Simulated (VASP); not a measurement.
Take RbCl (rock salt), without spin-orbit terms, in VASP with PAW potentials, and its band gap. The mesh is coarse and the basis finite, so the quasiparticle values are not converged.

### Question
One run gives 4.89 eV. Which level is it?
A. PBE0 (PBE cell)
B. HSEsol (PBE cell)
C. PBEsol (own cell)
D. G0W0@PBE (starting cell)

### Answer
C, PBEsol (own cell).  The others give 6.85 (PBE0 (PBE cell)), 7.64 (G0W0@PBE (starting cell)), 6.02 (HSEsol (PBE cell)).

Only levels that ran to the end are used. Left out are those held back, those with too coarse a band path, GW runs whose mesh misses a band edge, hybrids' fits of cells that aren't cubic and levels without matching references; a question may draw on a part of the rest.

The compound is RbCl in the rock salt structure.
